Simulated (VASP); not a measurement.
## PmPr (space group P-6m2): computed properties

Level of theory: PBEsol GGA, VASP's PBE PAW potentials (set 64) (plane waves; VASP).

```json
{
  "space_group": "P-6m2 (187)",
  "cell": "a = b = 3.6198 Å, c = 5.8899 Å, α = β = 90.00°, γ = 120.00°",
  "volume_per_atom": "33.42 Å³/atom",
  "band gap (over mesh and band path)": "none (metal, semimetal or under 0.01 eV)",
  "hill_bulk_modulus": "36.0 GPa",
  "hill_shear_modulus": "17.7 GPa",
  "Poisson's ratio": "0.289",
  "band_gap_with_spin_orbit_coupling": "none (metallic)",
  "density": "7.10 g/cm³",
  "optical Γ-point spectrum": "40 (×2), 75 cm⁻¹",
  "C11": "60.2 GPa",
  "C12": "18.5 GPa",
  "C13": "25.1 GPa",
  "C33": "67.9 GPa",
  "C44": "14.5 GPa",
  "C66": "20.9 GPa"
}
```

```cif
data_PmPr
_chemical_formula_sum 'Pr1 Pm1'
_space_group_name_H-M_alt 'P 1'
_space_group_IT_number 1
_cell_length_a 3.61982
_cell_length_b 3.61982
_cell_length_c 5.88987
_cell_angle_alpha 90.000
_cell_angle_beta 90.000
_cell_angle_gamma 120.000
loop_
_space_group_symop_operation_xyz
  'x, y, z'
loop_
_atom_site_label
_atom_site_type_symbol
_atom_site_fract_x
_atom_site_fract_y
_atom_site_fract_z
_atom_site_occupancy
Pr1 Pr 0.33333 0.66667 0.00000 1
Pm1 Pm 0.66667 0.33333 0.50000 1
```

The 4f electrons are frozen in the core of the lanthanide potential, so 4f levels, which can set the real gap, and their magnetism are missing. Finite-difference elastic constants of metals are sensitive to mesh and smearing; shear constants can be off by tens of GPa.

The structure comes from a computed database's PmPr entry (P-6m2); how it stands against other phases isn't given here. It was relaxed first, which changed the volume by -7 %. Symmetry was kept, so distortions that lower it aren't found.
